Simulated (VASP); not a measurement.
# Sn2Pb with vdW-DF-cx: from relaxation to properties, part 4 of 7

What structure does Sn2Pb take at this level, and what are its properties? The cell is invented: it takes the structure of COD entry 8102994, BaSn2 (space group 164 there), with some of its atoms replaced by other elements, volume scaled by an estimate. It may not be a known or stable phase.

VASP 6.6.1, plane waves and PAW; the level of theory is named at each step.

So far. Step 5 (Density, ELF and potential (vdW-DF-cx)): In this run the pressure is -0.01 GPa, small enough to go on. Step 6 (Band structure (vdW-DF-cx)): There is no gap at this level.

**7. Total and projected DOS (vdW-DF-cx)**

Level of this step: vdW-DF-cx; plane waves and PAW (Pb_d, Sn_d); invented cell (VASP).

A density of states needs more k-points than a total energy; ISMEAR = -5 takes tetrahedra, and LORBIT projects the states on the PAW spheres. The mesh is finer than in the run before.

Contents of INCAR:

```
SYSTEM = Sn2Pb
PREC = Accurate
ENCUT = 400
EDIFF = 1E-06
NELM = 100
ISMEAR = -5
SIGMA = 0.2
LREAL = .FALSE.
ALGO = Normal
GGA = CX
AGGAC = 0
LUSE_VDW = .TRUE.
LASPH = .TRUE.
NBANDS = 34
LORBIT = 11
LWAVE = .FALSE.
LCHARG = .FALSE.
NEDOS = 2001
```

Contents of POSCAR:

```
Sn2Pb
1.0
    4.4849461670      0.0000000446      0.0000000000
   -2.2424725055      3.8840768012      0.0000000000
    0.0000000000      0.0000000000      5.1297456104
Pb Sn
1 2
Direct
    0.0000000000      0.0000000000      0.5000000000
    0.6666666700      0.3333333300      0.8632813417
    0.3333333300      0.6666666700      0.1367186583
```

Contents of KPOINTS:

```
Automatic mesh
0
Gamma
9 9 7
0 0 0
```

PAW data sets: Pb_d and Sn_d (PBE family, release 64).

Command:

```console
mpirun -np 1 vasp_std
```

The log of the run:

```text
[... set-up lines as in an earlier step ...]
 entering main loop
       N       E                     dE             d eps       ncg     rms          rms(c)
DAV:   1     0.418968122510E+03    0.41897E+03   -0.17785E+04  4924   0.155E+03
DAV:   2     0.507240633142E+02   -0.36824E+03   -0.35717E+03  4732   0.428E+02
DAV:   3     0.229219461485E+00   -0.50495E+02   -0.50017E+02  5486   0.154E+02
DAV:   4    -0.186417559171E+01   -0.20934E+01   -0.20922E+01  5448   0.357E+01
DAV:   5    -0.194236773830E+01   -0.78192E-01   -0.78233E-01  6838   0.680E+00    0.260E+00
DAV:   6    -0.187414005593E+01    0.68228E-01   -0.15034E-01  6094   0.307E+00    0.142E+00
DAV:   7    -0.186859464295E+01    0.55454E-02   -0.66496E-02  5900   0.184E+00    0.371E-01
DAV:   8    -0.186816817340E+01    0.42647E-03   -0.92928E-03  6100   0.700E-01    0.108E-01
DAV:   9    -0.186858817491E+01   -0.42000E-03   -0.82355E-04  5746   0.176E-01    0.431E-02
DAV:  10    -0.186855671420E+01    0.31461E-04   -0.15711E-04  5960   0.927E-02    0.106E-02
DAV:  11    -0.186852786423E+01    0.28850E-04   -0.16484E-05  5938   0.246E-02    0.504E-03
DAV:  12    -0.186853345551E+01   -0.55913E-05   -0.20902E-06  4606   0.106E-02    0.125E-03
DAV:  13    -0.186853164931E+01    0.18062E-05   -0.25179E-07  3024   0.448E-03    0.530E-04
DAV:  14    -0.186853217910E+01   -0.52980E-06   -0.80810E-08  2816   0.228E-03
   1 F= -.18685322E+01 E0= -.18685322E+01  d E =0.000000E+00
 -----------------------------------------------------------------------------
|                                                                             |
|           W    W    AA    RRRRR   N    N  II  N    N   GGGG   !!!           |
|           W    W   A  A   R    R  NN   N  II  NN   N  G    G  !!!           |
|           W    W  A    A  R    R  N N  N  II  N N  N  G       !!!           |
|           W WW W  AAAAAA  RRRRR   N  N N  II  N  N N  G  GGG   !            |
|           WW  WW  A    A  R   R   N   NN  II  N   NN  G    G                |
|           W    W  A    A  R    R  N    N  II  N    N   GGGG   !!!           |
|                                                                             |
|     Tetrahedron method does not include variations of the Fermi             |
|     occupations, so forces and stress will be inaccurate. We suggest        |
|     using a different smearing scheme ISMEAR = 1 or 2 for metals in         |
|     relaxations.                                                            |
|                                                                             |
 -----------------------------------------------------------------------------
```

Elapsed: 80 s, on 1 MPI rank of Intel Xeon 6975P-C (Granite Rapids), shared host; peak memory 0.46 GiB.

Parts of OUTCAR (step 7):

```text
   k-points           NKPTS =     69   k-points in BZ     NKDIM =     69   number of bands    NBANDS=     34

   NELECT =      42.0000    total number of electrons

 E-fermi :   6.9090

 k-point     1 :       0.0000    0.0000    0.0000
  band No.  band energies     occupation
    ...
     16      -4.2759      2.00000
     17       0.3513      2.00000
     18       1.9121      2.00000
     19       6.7847      2.00000
     20       6.7847      2.00000
     21       7.2316     -0.23611
     22       7.2316      0.00000
     23       7.8255      0.00000
     24       8.3827      0.00000
     25      11.9393      0.00000
    ...

Total vdW correction in eV:      7.2896620

  Total       -0.0584767     -0.0584767      0.0385082     -0.0000000     -0.0000000      0.0000000
  in kB       -1.0484620     -1.0484617      0.6904349     -0.0000002     -0.0000000      0.0000000
  external PRESSURE =      -0.4688296 kB  Pullay stress =       0.0000000 kB

 POSITION                                       TOTAL-FORCE (eV/Angst)
 -----------------------------------------------------------------------------------
      0.00000      0.00000      2.56487        -0.000000      0.000000      0.000000
      2.24247      1.29469      4.42841        -0.000000      0.000000     -0.012237
      0.00000      2.58938      0.70133         0.000000     -0.000000      0.012237
 -----------------------------------------------------------------------------------
    total drift:                               -0.000000      0.000000      0.000000

  FREE ENERGIE OF THE ION-ELECTRON SYSTEM (eV)
  ---------------------------------------------------
  free  energy   TOTEN  =        -1.8685321791 eV

  energy  without entropy=       -1.8685321791  energy(sigma->0) =       -1.86853218

Total vdW correction in eV:      7.2896577

[... 6 parts as in an earlier step ...]

[... 10 further parts left out ...]
```

With tetrahedra the forces and stress of a metal are not exact derivatives of the energy.

This step gave:

| Item | Value |
| --- | --- |
| SCF cycles | 14 |
| irreducible k-points | 69 |
| free energy (TOTEN) | -1.869 eV |
| Fermi energy | 6.909 eV |
| pressure | -0.04688 GPa |
| DOS at the Fermi level | 1.489 states/eV/cell |

The density of states has structure finer than the step of the table below, so its rows give means over 0.5 eV, whole bins alone (the curve runs from -12.0 to 4.73 eV). Peaks (eV: height): total -9.03: 1.57, -7.60: 2.29, -0.82: 2.24, 0.76: 1.90; Sn p -0.82: 0.756, 0.76: 0.444; Pb p -0.86: 0.227, 0.72: 0.362; Sn s -7.60: 1.02, -6.59: 0.488.

States under -12.0 eV and over 4.7 eV are left out. Table of density of states by energy, zero at the Fermi level; means over each step; values in states/eV/cell:

| energy (eV) | total | Sn p | Pb p | Sn s | Sn d | Pb s |
| --- | --- | --- | --- | --- | --- | --- |
| -11.5 | 0 | 0 | 0 | 0 | 0 | 0 |
| -11.0 | 0.201 | 0.00135 | 3.8e-4 | 0.0629 | 0 | 0.0511 |
| -10.5 | 0.513 | 0.00787 | 0.00212 | 0.150 | 1.0e-4 | 0.139 |
| -10.0 | 0.769 | 0.0186 | 0.00433 | 0.199 | 0.00103 | 0.236 |
| -9.5 | 0.958 | 0.0300 | 0.00552 | 0.199 | 0.00268 | 0.352 |
| -9.0 | 1.38 | 0.0462 | 0.00758 | 0.233 | 0.00668 | 0.590 |
| -8.5 | 0.779 | 0.0234 | 0.00599 | 0.183 | 0.00541 | 0.291 |
| -8.0 | 1.31 | 0.0505 | 0.0197 | 0.600 | 0.00937 | 0.174 |
| -7.5 | 1.54 | 0.0663 | 0.0219 | 0.656 | 0.0118 | 0.266 |
| -7.0 | 0.667 | 0.0325 | 0.00853 | 0.254 | 0.00536 | 0.163 |
| -6.5 | 0.885 | 0.0535 | 0.0218 | 0.453 | 0.00740 | 0.0547 |
| -6.0 | 0.836 | 0.0544 | 0.0213 | 0.430 | 0.00768 | 0.0535 |
| -5.5 | 0.764 | 0.0516 | 0.0183 | 0.393 | 0.00730 | 0.0619 |
| -5.0 | 0.583 | 0.0428 | 0.0192 | 0.300 | 0.00415 | 0.0419 |
| -4.5 | 0.401 | 0.0357 | 0.0176 | 0.188 | 0.00215 | 0.0350 |
| -4.0 | 0.742 | 0.156 | 0.0717 | 0.114 | 0.00381 | 0.0306 |
| -3.5 | 0.956 | 0.237 | 0.101 | 0.0767 | 0.00741 | 0.0273 |
| -3.0 | 1.18 | 0.326 | 0.127 | 0.0571 | 0.0123 | 0.0269 |
| -2.5 | 1.65 | 0.505 | 0.175 | 0.0452 | 0.0197 | 0.0295 |
| -2.0 | 1.94 | 0.637 | 0.199 | 0.0430 | 0.0253 | 0.0299 |
| -1.5 | 1.87 | 0.637 | 0.184 | 0.0466 | 0.0277 | 0.0301 |
| -1.0 | 1.94 | 0.648 | 0.198 | 0.0671 | 0.0334 | 0.0352 |
| -0.5 | 1.48 | 0.489 | 0.168 | 0.0542 | 0.0309 | 0.0275 |
| 0.0 | 1.35 | 0.329 | 0.235 | 0.0702 | 0.0396 | 0.0167 |
| 0.5 | 1.61 | 0.362 | 0.315 | 0.0862 | 0.0549 | 0.0171 |
| 1.0 | 1.79 | 0.426 | 0.327 | 0.112 | 0.0663 | 0.0245 |
| 1.5 | 1.68 | 0.410 | 0.276 | 0.124 | 0.0661 | 0.0287 |
| 2.0 | 1.57 | 0.396 | 0.229 | 0.116 | 0.0656 | 0.0330 |
| 2.5 | 1.41 | 0.357 | 0.196 | 0.104 | 0.0634 | 0.0330 |
| 3.0 | 1.55 | 0.392 | 0.199 | 0.116 | 0.0752 | 0.0376 |
| 3.5 | 1.66 | 0.384 | 0.211 | 0.102 | 0.0943 | 0.0281 |
| 4.0 | 1.73 | 0.378 | 0.207 | 0.0816 | 0.112 | 0.0213 |

The finer mesh and the other smearing move the Fermi level by +0.06 eV from the 6×6×5 run, one measure of the sampling error in the zero of the bands above. Of the states within 0.3 eV of the Fermi level, the largest shares in the PAW spheres are Sn p 24 %, Pb p 17 % and Sn s 5 %. The rest lies in smaller channels or between the spheres.

**8. Volume scan with vdW-DF-cx, volume scale 0.94**

An equation of state needs energies on both sides of the minimum, all on one mesh and cutoff.

Contents of INCAR:

```
SYSTEM = Sn2Pb
PREC = Accurate
ENCUT = 400
EDIFF = 1E-06
NELM = 100
ISMEAR = 1
SIGMA = 0.2
LREAL = .FALSE.
ALGO = Normal
GGA = CX
AGGAC = 0
LUSE_VDW = .TRUE.
LASPH = .TRUE.
NBANDS = 27
LORBIT = 11
LWAVE = .FALSE.
LCHARG = .FALSE.
ISIF = 2
```

Contents of POSCAR:

```
Sn2Pb
1.0
    4.3933909635      0.0000000437      0.0000000000
   -2.1966949156      3.8047876796      0.0000000000
    0.0000000000      0.0000000000      5.0250275412
Pb Sn
1 2
Direct
    0.0000000000      0.0000000000      0.5000000000
    0.6666666700      0.3333333300      0.8632813417
    0.3333333300      0.6666666700      0.1367186583
```

Contents of KPOINTS:

```
Automatic mesh
0
Gamma
6 6 5
0 0 0
```

Command:

```console
mpirun -np 1 vasp_std
```

The log of the run:

```text
[... set-up lines as in an earlier step ...]
 entering main loop
       N       E                     dE             d eps       ncg     rms          rms(c)
DAV:   1     0.400967755011E+03    0.40097E+03   -0.19071E+04  1472   0.200E+03
DAV:   2     0.409992871378E+02   -0.35997E+03   -0.35596E+03  1458   0.485E+02
DAV:   3    -0.372567314718E+00   -0.41372E+02   -0.41029E+02  1760   0.177E+02
DAV:   4    -0.184269940000E+01   -0.14701E+01   -0.14682E+01  1682   0.386E+01
DAV:   5    -0.189608430001E+01   -0.53385E-01   -0.53379E-01  2057   0.709E+00    0.285E+00
DAV:   6    -0.181805371618E+01    0.78031E-01   -0.16762E-01  1756   0.394E+00    0.156E+00
DAV:   7    -0.180741989905E+01    0.10634E-01   -0.86463E-02  1771   0.256E+00    0.361E-01
DAV:   8    -0.180730969248E+01    0.11021E-03   -0.14849E-02  1858   0.103E+00    0.115E-01
DAV:   9    -0.180736978481E+01   -0.60092E-04   -0.17896E-03  1888   0.359E-01    0.457E-02
DAV:  10    -0.180736422849E+01    0.55563E-05   -0.29245E-04  1646   0.142E-01    0.114E-02
DAV:  11    -0.180736668896E+01   -0.24605E-05   -0.43793E-05  1838   0.455E-02    0.614E-03
DAV:  12    -0.180736471102E+01    0.19779E-05   -0.45709E-06  1447   0.202E-02    0.127E-03
DAV:  13    -0.180736465712E+01    0.53897E-07   -0.40743E-07   837   0.594E-03
   1 F= -.18073647E+01 E0= -.18060618E+01  d E =-.390854E-02
```

Run time: 40 s. Hardware: 1 MPI rank; peak memory 0.4 GiB.

From OUTCAR (step 8):

```text
   ENCUT  =  400.0 eV  29.40 Ry    5.42 a.u.   7.16  7.16  8.19*2*pi/ulx,y,z

   NELECT =      42.0000    total number of electrons

 E-fermi :   7.5638

 k-point     1 :       0.0000    0.0000    0.0000
  band No.  band energies     occupation
    ...
     16      -3.9848      2.00000
     17       1.0547      2.00000
     18       2.5355      2.00000
     19       7.4817      1.63440
     20       7.4817      1.63439
     21       7.9346     -0.02490
     22       7.9346     -0.02490
     23       8.7266     -0.00000
     24       9.2523     -0.00000
     25      12.9189      0.00000
    ...

Total vdW correction in eV:      7.1546310

  Total        1.9098597      1.9098592      1.7250351      0.0000003      0.0000000      0.0000000
  in kB       36.4286708     36.4286615     32.9033259      0.0000058      0.0000000      0.0000000
  external PRESSURE =      35.2535527 kB  Pullay stress =       0.0000000 kB

 POSITION                                       TOTAL-FORCE (eV/Angst)
 -----------------------------------------------------------------------------------
      0.00000      0.00000      2.51251         0.000000      0.000000      0.000000
      2.19670      1.26826      4.33801        -0.000000     -0.000000     -0.109421
      0.00000      2.53653      0.68702         0.000000      0.000000      0.109421
 -----------------------------------------------------------------------------------
    total drift:                               -0.000000      0.000000      0.000000

  FREE ENERGIE OF THE ION-ELECTRON SYSTEM (eV)
  ---------------------------------------------------
  free  energy   TOTEN  =        -1.8073646571 eV

  energy  without entropy=       -1.8034561148  energy(sigma->0) =       -1.80606181

Total vdW correction in eV:      7.1546235

[... 3 parts as in an earlier step ...]

[... 13 further parts left out ...]
```

The scan keeps the cell's shape and the fractional positions fixed.

Numbers from this step:

```
SCF cycles              : 13
bands                   : 27
irreducible k-points    : 27
free energy (TOTEN)     : -1.807 eV
energy at zero smearing : -1.806 eV
Fermi energy            : 7.564 eV
pressure                : 3.525 GPa
```

Force by atom:

| atom | x (eV/Å) | y (eV/Å) | z (eV/Å) | size |
| --- | --- | --- | --- | --- |
| Pb1 | 0.000 | 0.000 | 0.000 | 0.000 |
| Sn2 | 0.000 | 0.000 | -0.109 | 0.109 |
| Sn3 | 0.000 | 0.000 | 0.109 | 0.109 |

The pressure here is 3.53 GPa.

**9. Volume scan with vdW-DF-cx, volume scale 0.96**

INCAR is that of step 8.

Contents of POSCAR:

```
Sn2Pb
1.0
    4.4243313559      0.0000000440      0.0000000000
   -2.2121651078      3.8315828419      0.0000000000
    0.0000000000      0.0000000000      5.0604162250
Pb Sn
1 2
Direct
    0.0000000000      0.0000000000      0.5000000000
    0.6666666700      0.3333333300      0.8632813417
    0.3333333300      0.6666666700      0.1367186583
```

KPOINTS is that of step 8.

Command:

```console
mpirun -np 1 vasp_std
```

The log of the run:

```text
[... set-up lines as in an earlier step ...]
 entering main loop
       N       E                     dE             d eps       ncg     rms          rms(c)
DAV:   1     0.396918427341E+03    0.39692E+03   -0.18915E+04  1472   0.198E+03
DAV:   2     0.405032720960E+02   -0.35642E+03   -0.35182E+03  1458   0.479E+02
DAV:   3    -0.394886439271E+00   -0.40898E+02   -0.40535E+02  1717   0.176E+02
DAV:   4    -0.187111951416E+01   -0.14762E+01   -0.14721E+01  1676   0.387E+01
DAV:   5    -0.192578936233E+01   -0.54670E-01   -0.54662E-01  2155   0.718E+00    0.276E+00
DAV:   6    -0.184932323086E+01    0.76466E-01   -0.16899E-01  1750   0.391E+00    0.151E+00
DAV:   7    -0.183990830883E+01    0.94149E-02   -0.84702E-02  1780   0.248E+00    0.362E-01
DAV:   8    -0.183991578947E+01   -0.74806E-05   -0.14308E-02  1882   0.994E-01    0.113E-01
DAV:   9    -0.183997799675E+01   -0.62207E-04   -0.18814E-03  1898   0.355E-01    0.464E-02
DAV:  10    -0.183996691712E+01    0.11080E-04   -0.28520E-04  1669   0.144E-01    0.111E-02
DAV:  11    -0.183996953720E+01   -0.26201E-05   -0.43517E-05  1771   0.444E-02    0.580E-03
DAV:  12    -0.183996755634E+01    0.19809E-05   -0.48429E-06  1405   0.210E-02    0.128E-03
DAV:  13    -0.183996753262E+01    0.23719E-07   -0.42660E-07   837   0.569E-03
   1 F= -.18399675E+01 E0= -.18389910E+01  d E =-.292975E-02
```

Elapsed: 40 s, on 1 MPI rank; peak memory 0.4 GiB.

OUTCAR, selected parts (step 9):

```text
   ENCUT  =  400.0 eV  29.40 Ry    5.42 a.u.   7.21  7.21  8.25*2*pi/ulx,y,z

   NELECT =      42.0000    total number of electrons

 E-fermi :   7.3168

 k-point     1 :       0.0000    0.0000    0.0000
  band No.  band energies     occupation
    ...
     16      -4.0852      2.00000
     17       0.8132      2.00000
     18       2.3190      2.00000
     19       7.2384      1.61030
     20       7.2384      1.61029
     21       7.6907     -0.02380
     22       7.6907     -0.02380
     23       8.4143     -0.00000
     24       8.9479     -0.00000
     25      12.5807      0.00000
    ...

Total vdW correction in eV:      7.2008147

  Total        1.2161310      1.2161307      1.1125656      0.0000002      0.0000000      0.0000000
  in kB       22.7132268     22.7132211     20.7789741      0.0000036      0.0000000      0.0000000
  external PRESSURE =      22.0684740 kB  Pullay stress =       0.0000000 kB

 POSITION                                       TOTAL-FORCE (eV/Angst)
 -----------------------------------------------------------------------------------
      0.00000      0.00000      2.53021        -0.000000     -0.000000      0.000000
      2.21217      1.27719      4.36856         0.000000     -0.000000     -0.069923
      0.00000      2.55439      0.69185        -0.000000      0.000000      0.069923
 -----------------------------------------------------------------------------------
    total drift:                               -0.000000      0.000000      0.000000

  FREE ENERGIE OF THE ION-ELECTRON SYSTEM (eV)
  ---------------------------------------------------
  free  energy   TOTEN  =        -1.8399675326 eV

  energy  without entropy=       -1.8370377855  energy(sigma->0) =       -1.83899095

Total vdW correction in eV:      7.2008057

[... 3 parts as in an earlier step ...]

[... 13 further parts left out ...]
```

This step gave:

| Item | Value |
| --- | --- |
| free energy (TOTEN) | -1.840 eV |
| energy at zero smearing | -1.839 eV |
| Fermi energy | 7.317 eV |
| pressure | 2.207 GPa |

Force by atom:

| atom | x (eV/Å) | y (eV/Å) | z (eV/Å) | size |
| --- | --- | --- | --- | --- |
| Pb1 | 0.0000 | 0.0000 | 0.0000 | 0.0000 |
| Sn2 | 0.0000 | 0.0000 | -0.0699 | 0.0699 |
| Sn3 | 0.0000 | 0.0000 | 0.0699 | 0.0699 |

The pressure falls from 3.53 to 2.21 GPa.

The run ends at a pressure of 2.21 GPa, with forces up to 0.070 eV/Å.

**10. Volume scan with vdW-DF-cx, volume scale 0.98**

INCAR is that of step 9.

Contents of POSCAR:

```
Sn2Pb
1.0
    4.4548449502      0.0000000443      0.0000000000
   -2.2274219010      3.8580083862      0.0000000000
    0.0000000000      0.0000000000      5.0953167501
Pb Sn
1 2
Direct
    0.0000000000      0.0000000000      0.5000000000
    0.6666666700      0.3333333300      0.8632813417
    0.3333333300      0.6666666700      0.1367186583
```

KPOINTS is that of step 9.

Command:

```console
mpirun -np 1 vasp_std
```

The log of the run:

```text
[... set-up lines as in an earlier step ...]
 entering main loop
       N       E                     dE             d eps       ncg     rms          rms(c)
DAV:   1     0.400956215686E+03    0.40096E+03   -0.18952E+04  1466   0.197E+03
DAV:   2     0.418051453064E+02   -0.35915E+03   -0.35465E+03  1458   0.478E+02
DAV:   3    -0.270357238710E+00   -0.42076E+02   -0.41630E+02  1650   0.178E+02
DAV:   4    -0.188510961026E+01   -0.16148E+01   -0.16127E+01  1679   0.398E+01
[...]
DAV:  11    -0.185873688345E+01   -0.32438E-05   -0.41936E-05  1752   0.426E-02    0.546E-03
DAV:  12    -0.185873513826E+01    0.17452E-05   -0.36521E-06  1370   0.179E-02    0.130E-03
DAV:  13    -0.185873506463E+01    0.73629E-07   -0.41076E-07   849   0.575E-03
   1 F= -.18587351E+01 E0= -.18580649E+01  d E =-.201053E-02
```

Run time: 40 s. Hardware: 1 MPI rank; peak memory 0.4 GiB.

From OUTCAR (step 10):

```text
  Total        0.5763207      0.5763205      0.5472559      0.0000001      0.0000000      0.0000000
  in kB       10.5440587     10.5440560     10.0123050      0.0000017      0.0000000      0.0000000
  external PRESSURE =      10.3668066 kB  Pullay stress =       0.0000000 kB

 POSITION                                       TOTAL-FORCE (eV/Angst)
 -----------------------------------------------------------------------------------
      0.00000      0.00000      2.54766         0.000000      0.000000      0.000000
      2.22742      1.28600      4.39869        -0.000000      0.000000     -0.033774
      0.00000      2.57201      0.69662         0.000000     -0.000000      0.033774
 -----------------------------------------------------------------------------------
    total drift:                               -0.000000      0.000000      0.000000

  FREE ENERGIE OF THE ION-ELECTRON SYSTEM (eV)
  ---------------------------------------------------
  free  energy   TOTEN  =        -1.8587350646 eV

  energy  without entropy=       -1.8567245334  energy(sigma->0) =       -1.85806489

[... 1 part as in an earlier step ...]

[... 2 further parts left out ...]
[key lines of the parts left out:]
E-fermi :   7.0803
```

The pressure falls from 2.21 to 1.04 GPa.

The run ends at a pressure of 1.04 GPa, with forces up to 0.034 eV/Å.

**11. Volume scan with vdW-DF-cx, volume scale 1**

INCAR is that of step 10.

Contents of POSCAR:

```
Sn2Pb
1.0
    4.4849461670      0.0000000446      0.0000000000
   -2.2424725055      3.8840768012      0.0000000000
    0.0000000000      0.0000000000      5.1297456104
Pb Sn
1 2
Direct
    0.0000000000      0.0000000000      0.5000000000
    0.6666666700      0.3333333300      0.8632813417
    0.3333333300      0.6666666700      0.1367186583
```

KPOINTS is that of step 10.

Command:

```console
mpirun -np 1 vasp_std
```

The log of the run:

```text
[... set-up lines as in an earlier step ...]
 entering main loop
       N       E                     dE             d eps       ncg     rms          rms(c)
[... 13 cycles as in an earlier step ...]
   1 F= -.18650473E+01 E0= -.18646512E+01  d E =-.118830E-02
```

Wall time 40 s (1 MPI rank); peak memory 0.4 GiB.

Parts of OUTCAR (step 11):

```text
[... 6 parts as in an earlier step ...]

[... 1 further part left out ...]
[key lines of the parts left out:]
E-fermi :   6.8537
```

The pressure falls from 1.04 to -0.01 GPa.

The run ends at a pressure of -0.01 GPa, with forces up to 7.4e-4 eV/Å.

(Continued in part 5 of 7.)

[Lines on the potential files, build, host, timing and source positions are cut from VASP's logs without a mark.]

[Logs are printed without paths, hosts, clocks, repeated set-up lines and the standing remarks that a program may print on its own settings, such as how far it seeks lower states.]

[Hosts, paths, dates, database ids (printed as entryN), source tags and the programs' standing remarks are cut or masked in the printed files.]

[A measured line is paired with the nearest computed mode of its activity, which favours agreement.]
